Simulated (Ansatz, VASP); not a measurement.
# Cross-check of SiC between VASP and Ansatz

Aim: how closely do two programs agree when they are given the same cell, functional and k mesh? The cell is taken from a series of runs on this material, whose earlier steps may have relaxed, scaled, displaced or heated it; both programs get it as it stands.

Program: Ansatz 0.2.0. Level of theory: plane waves, with VASP 6.6.1 beside it; zone-centre phonons at LDA. Results are calculated unless marked as measured.

### 1. The structure

The structure is hexagonal, space group P6_3mc (No. 186). The conventional cell has a = 2.975 Å, b = 2.975 Å, c = 9.735 Å, α = 90.00°, β = 90.00°, γ = 120.00°. Nearest to C lie 4 Si at 1.82 to 1.83 Å. C has 4 Si at 1.82 to 1.83 Å nearest. Nearest to Si lie 4 C at 1.82 to 1.83 Å. Si has 4 C at 1.82 to 1.83 Å nearest. Farther neighbours are not listed.

### 2. Ansatz: zone-centre phonons, LDA

Ansatz runs on its PAW soft_1 files.

Second derivatives magnify differences that forces hide, and they need a tight electronic threshold.

input.yaml reads:

```yaml
crystal:
  lattice:
    - [2.9751371349, 0.0, 0.0]
    - [-1.4875685674, 2.5765443386, 0.0]
    - [0.0, 0.0, 9.7346570506]
  atoms:
    - { symbol: C, position: [0.6666666667, 0.3333333333, 0.7498191549] }
    - { symbol: C, position: [0.3333333333, 0.6666666667, 0.2498191549] }
    - { symbol: C, position: [0.0, 0.0, 0.5004335933] }
    - { symbol: C, position: [0.0, 0.0, 0.0004335933] }
    - { symbol: Si, position: [0.6666666667, 0.3333333333, 0.9377898633] }
    - { symbol: Si, position: [0.3333333333, 0.6666666667, 0.4377898633] }
    - { symbol: Si, position: [0.0, 0.0, 0.6879563883] }
    - { symbol: Si, position: [0.0, 0.0, 0.1879563883] }
kpoints:
  mp_grid: { grid: [9, 9, 4] }
hamiltonian:
  xc: lda
  pseudopotentials: { kind: paw, azcp: { folder: soft_1 }, xc_functional: pbe }
scf:
  occupations: { method: fixed }
output:
  eigenvalues: true
phonons:
  method: dfpt
  dielectric: true
  rigid_motions: translations
```

Started as:

```bash
$ ansatz run input.yaml --threads 8 --pin off --max-ram 16384MiB --backend cpu --events-out ev --progress --plain --runs-dir out
```

Numbers of over 12 decimals in the logs are rounded to 6 here.

What it wrote:

```text
Engine: ansatz 0.2.0, aarch64-unknown-linux-gnu
Pseudopotentials: kind: paw
Pseudopotential: C, paw, valence charge 4, recommended cutoff 420 eV (normal), soft_1/C.paw.azcp
Pseudopotential: Si, paw, valence charge 4, recommended cutoff 420 eV (normal), soft_1/Si.paw.azcp
Functional definition: SPW92
  exchange = slater_x
  correlation = pw_c
Crystal: 8 atoms, lattice volume = 74.622 Å³
Basis set: ecut = 420 eV, 1401 PW (Γ), exchange–correlation on 40×40×144 points (8 copies of the dense FFT grid, shifted against one another)
Bands: 24, of which v1, the nominal top of the filled ones, is band 16 counted from 1 (15 counted from 0)
Symmetry: 12 space group operations
k-points: 95 of 324 (irreducible under 2 space group operations, time reversal used)
Non-local potential: C, projectors of the file, l = 0: 2, l = 1: 2, l = 2: 1
Non-local potential: Si, projectors of the file, l = 0: 2, l = 1: 2, l = 2: 1
PAW form: soft (Blöchl's): semilocal exchange-correlation on the pseudo side does not see the compensation charge
PAW frozen core: C, regenerated for the run's functional, and the local potential with it (the file was generated under x = pbe(κ = 0.804, μ = 0.219515), c = pbe(β = 0.066725))
PAW frozen core: Si, regenerated for the run's functional, and the local potential with it (the file was generated under x = pbe(κ = 0.804, μ = 0.219515), c = pbe(β = 0.066725))
PAW one-centre angular grid: C, 110 points (default); XC on 64 Gauss nodes
PAW one-centre angular grid: Si, 110 points (default); XC on 64 Gauss nodes
Initial density: superposition of atomic densities (chi_scale 0.1, normalization cell, long waves kept (reshape's long-wave potential 0.00 eV rms))
Initial wavefunctions: pseudopotential atomic-orbital guess
Functional: x = slater, c = lda
SCF iter   1: F=—  HF=-3415.840603 eV  |F-HF|=—  |Δ(HF+E_count)|=         —  Δρ=1.60e-1  dr2=2.20e1  ethr=3.10e-3  ⟨swp⟩=5.0  Hψ=10658  notcnv=0  defer=495
preconditioner: auto → none  [insulator: Δε(μ)=4.400 eV  Ē_g=13.665 eV  n_scr=6 (ndim 8)  ℏωp=24.3 eV  f_vac=0.000  ε∞_Penn≈4.2]
SCF iter   2: F=—  HF=-3408.758852 eV  |F-HF|=—  |Δ(HF+E_count)|=    7.08e0  Δρ=4.96e-2  dr2=1.07e0  ethr=3.10e-3  ⟨swp⟩=4.1  Hψ=6384  notcnv=0  defer=561
SCF iter   3: F=—  HF=-3408.435811 eV  |F-HF|=—  |Δ(HF+E_count)|=   3.23e-1  Δρ=1.91e-2  dr2=1.35e-1  ethr=3.10e-3  ⟨swp⟩=2.7  Hψ=4363  notcnv=0  defer=564
SCF iter   4: F=—  HF=-3408.402936 eV  |F-HF|=—  |Δ(HF+E_count)|=   3.29e-2  Δρ=1.79e-3  dr2=1.20e-3  ethr=4.22e-4  ⟨swp⟩=2.7  Hψ=3232  notcnv=0  defer=570
SCF iter   5: F=—  HF=-3408.402993 eV  |F-HF|=—  |Δ(HF+E_count)|=   5.66e-5  Δρ=2.98e-4  dr2=1.62e-4  ethr=3.75e-6  ⟨swp⟩=2.4  Hψ=3601  notcnv=0  defer=570
SCF iter   6: F=—  HF=-3408.402953 eV  |F-HF|=—  |Δ(HF+E_count)|=   3.97e-5  Δρ=1.02e-4  dr2=5.90e-6  ethr=5.08e-7  ⟨swp⟩=2.1  Hψ=3072  notcnv=0  defer=561
SCF iter   7: F=—  HF=-3408.402952 eV  |F-HF|=—  |Δ(HF+E_count)|=   1.16e-6  Δρ=3.09e-5  dr2=8.44e-7  ethr=1.85e-8  ⟨swp⟩=2.1  Hψ=3127  notcnv=0  defer=467
SCF iter   8: F=—  HF=-3408.402952 eV  |F-HF|=—  |Δ(HF+E_count)|=   6.20e-7  Δρ=6.49e-6  dr2=1.32e-8  ethr=2.64e-9  ⟨swp⟩=2.3  Hψ=3490  notcnv=0  defer=347
SCF iter   9: F=—  HF=-3408.402952 eV  |F-HF|=—  |Δ(HF+E_count)|=   1.76e-9  Δρ=1.41e-6  dr2=6.28e-10  ethr=4.14e-11  ⟨swp⟩=2.2  Hψ=3395  notcnv=0  defer=347
SCF iter  10: F=-3408.402952 eV  HF=-3408.402952 eV  |F-HF|=1.82e-12  |Δ(HF+E_count)|=  4.37e-11  Δρ=1.33e-7  dr2=6.30e-12  ethr=1.00e-12  ⟨swp⟩=16.9  Hψ=18588  notcnv=0
SCF 1 converged in 10 iterations: F = -3408.402952 eV  dr2 = 6.30e-12
  greatest PAW one-centre occupation: 0.654 electrons in one spin orbital (limit 2), on the C atom at site 1 (counted from 0), in its partial waves of l = 0
NSCF: frozen V_eff on 4 k-points
DFPT response loops at Γ: preconditioner auto → Resta (q_TF=auto, 2.369 Å⁻¹)  ε∞=5.1 (no band partly filled); β = 1.00, the filter's whole step (`scf.mixing.beta` (0.50) is not read by the response loops at its default; to damp them type it under 1.00, their step now; it binds the ground state too); Broyden in place of MSR1
── the response to a field inside a basis, on 10×10×4 k-points: an SCF that follows is theirs, and a resumed run solves both again ──
Bands: 17, of which v1, the nominal top of the filled ones, is band 16 counted from 1 (15 counted from 0)
k-points: 60 of 400 (irreducible under 4 space group operations, time reversal used)
Initial density: handed on by an earlier stage of this run
Initial wavefunctions: pseudopotential atomic-orbital guess (no wavefunctions were taken with the density)
Eigensolver: Dense (60 Hₖ)
SCF iter   1: F=—  HF=-3408.392906 eV  |F-HF|=—  |Δ(HF+E_count)|=         —  Δρ=1.38e-4  dr2=3.35e-6  ethr=1.00e-1
preconditioner: auto → none  [insulator: Δε(μ)=2.388 eV  Ē_g=10.183 eV  n_scr=6 (ndim 8)  ℏωp=24.3 eV  f_vac=0.000  ε∞_Penn≈6.7]
SCF iter   2: F=—  HF=-3408.392906 eV  |F-HF|=—  |Δ(HF+E_count)|=   5.62e-7  Δρ=6.71e-5  dr2=7.55e-7  ethr=1.05e-8
SCF iter   3: F=-3408.392906 eV  HF=-3408.392906 eV  |F-HF|=7.38e-8  |Δ(HF+E_count)|=   2.67e-7  Δρ=6.92e-6  dr2=8.36e-8  ethr=2.36e-9
SCF 1 converged in 3 iterations: F = -3408.392906 eV  dr2 = 8.36e-8
DFPT response loops at Γ: preconditioner auto → Resta (q_TF=auto, 2.369 Å⁻¹)  ε∞=5.0 (no band partly filled); β = 1.00, the filter's whole step (`scf.mixing.beta` (0.50) is not read by the response loops at its default; to damp them type it under 1.00, their step now; it binds the ground state too); Broyden in place of MSR1
SCF converged after 10 iterations
Free energy (F): -3408.402952 eV
Harris-Foulkes:  -3408.402952 eV  (|F-HF|=1.82e-12)
Internal energy: -3408.402952 eV  (E = F + TS)
E sigma→0 (E₀):  -3408.402952 eV
Fermi energy:    10.667904 eV
--- Per-component energies (eV) ---
  E_band       = 142.533244
  E_kinetic    = 556.197442
  E_local      = -364.019649  (includes V_loc(G=0)·N_el)
  E_nonlocal   = 193.864624
  E_hartree    = 122.992320
  E_xc         = -427.319726
  E_vxc        = -444.678436  (∫ρ·V_xc dr)
  E_paw        = -2312.401780  (= ΣΔE_a)
  E_vpaw       = -44.815547  (= ΣTr[D̂ρ^β])
  E_aug_tail   = 0.000187  (compensation charges beyond the density's cutoff)
  E_ewald      = -1178.305023
  E_core_change = 0.588653  (= ΣΔE_core)
  E_smearing   = -0.000000  (= −TS)
  E_closure    = 0.000000  (closes the sum)
  Σ components = -3408.402952   (vs F -3408.402952, Δ=0.00e0)
--- Band table (eV; the first three rows and the last of 95) ---
  k-point 0: bands = [... 12 lower, 10.0723, 10.6177, 10.6679, 10.6679, 16.6199, 17.1740, 17.8400, 18.0689, ... 4 higher]
  k-point 1: bands = [... 12 lower, 10.2449, 10.2449, 10.6112, 10.6112, 16.6722, 17.0353, 18.0133, 18.1209, ... 4 higher]
  k-point 2: bands = [... 12 lower, 10.4569, 10.4569, 10.4569, 10.4569, 16.8219, 16.8219, 18.2200, 18.2200, ... 4 higher]
  k-point 94: bands = [... 12 lower, 7.2182, 7.2182, 9.2240, 9.2240, 15.0251, 15.0251, 16.4989, 16.4989, ... 4 higher]
--- Phonons (Γ-DFPT): 8 representative perturbations + reference, on 95 of 324 k-points (Σ response iterations 25) ---
  k mesh reduced under 2 symmetry operations, with k and −k counted as one. Each operation leaves every solved perturbation unchanged. A smaller set is not considered because the run solves the response to a homogeneous field
  ASR residual: 7.257e-5 → 0.000e0 eV/Å²; symmetrization residual: 1.903e-6 eV/Å²
  ASR residual per site (eV/Å²): 2.03e-5 2.03e-5 2.51e-5 2.51e-5 4.16e-5 4.16e-5 7.26e-5 7.26e-5
  Γ frequencies (cm⁻¹): 0.00 0.00 0.00 189.43 189.43 199.48 199.48 253.49 253.49 434.11 443.63 652.06 861.45 861.45 862.63 865.05 865.05 873.03 873.03 879.48 879.48 926.40 1000.85 1009.85
  ε∞ (high-frequency dielectric tensor):
        6.782305    -0.000000     0.000000
       -0.000000     6.782305    -0.000000
        0.000000    -0.000000     7.099432
  ε⁰ (static dielectric tensor: ions relaxed, cell fixed):
        9.892755    -0.000000     0.000000
       -0.000000     9.892755    -0.000000
        0.000000    -0.000000    10.582936
  ε⁰ − ε∞ (ionic part):
        3.110450     0.000000     0.000000
        0.000000     3.110450    -0.000000
        0.000000    -0.000000     3.483504
  softest optical mode at Γ: 189.43 cm⁻¹; the repairs (sum rule, projections) moved no ω² at Γ by more than (1.32 cm⁻¹)²
  Born effective charges Z* (e; rows j = field, columns β = displacement):
    site 0:
        -2.78676    0.00000   -0.00000
         0.00000   -2.78676   -0.00000
         0.00000   -0.00000   -2.83856
    site 1:
        -2.78676    0.00000    0.00000
         0.00000   -2.78676    0.00000
        -0.00000    0.00000   -2.83856
    site 2:
        -2.75301   -0.00000   -0.00000
         0.00000   -2.75301   -0.00000
        -0.00000   -0.00000   -2.90535
    site 3:
        -2.75301   -0.00000    0.00000
         0.00000   -2.75301    0.00000
         0.00000    0.00000   -2.90535
    site 4:
         2.76519   -0.00000   -0.00000
        -0.00000    2.76519   -0.00000
        -0.00000   -0.00000    2.71808
    site 5:
[...]
site 6:
[...]
site 7:
[...]
Z* charge neutrality: 1.012e-2 e pre-enforcement
  solved inside a basis spanned on kpoints, on 10×10×4 k-points, its susceptibility summed on 14×14×4: ε∞ is read to err by 2.6e-2, Z* by 1.7e-2 e (field_mesh: kpoints solves on kpoints); Z* is corrected for what the basis lacks
  optical modes at Γ without the LO–TO term, one row a degenerate level:
      ω (cm⁻¹)  modes    IR ((D/Å)²/amu)
[...]
optical modes at Γ + LO–TO along q̂ = [1.0000, 0.0000, 0.0000]:
      ω (cm⁻¹)  modes    IR ((D/Å)²/amu)
[...]
optical modes at Γ + LO–TO along q̂ = [0.0000, 1.0000, 0.0000]:
      ω (cm⁻¹)  modes    IR ((D/Å)²/amu)
[...]
optical modes at Γ + LO–TO along q̂ = [0.0000, 0.0000, 1.0000]:
      ω (cm⁻¹)  modes    IR ((D/Å)²/amu)
[...]
861.45      2             0.1113
        865.05      2             0.0000
        873.03      2             0.0000
        879.48      2           168.2065
        926.20      1             0.0416
       1000.85      1             0.0000
       1009.85      1             0.0000
       1052.95      1            90.4725
```

(Continued in part 2 of 3.)

[Lines on the potential files, build, host, timing and source positions are cut from VASP's logs without a mark.]

[Logs are printed without paths, hosts, clocks, repeated set-up lines and the standing remarks that a program may print on its own settings, such as how far it seeks lower states.]

[Hosts, paths, dates, database ids (printed as entryN), source tags and the programs' standing remarks are cut or masked in the printed files.]
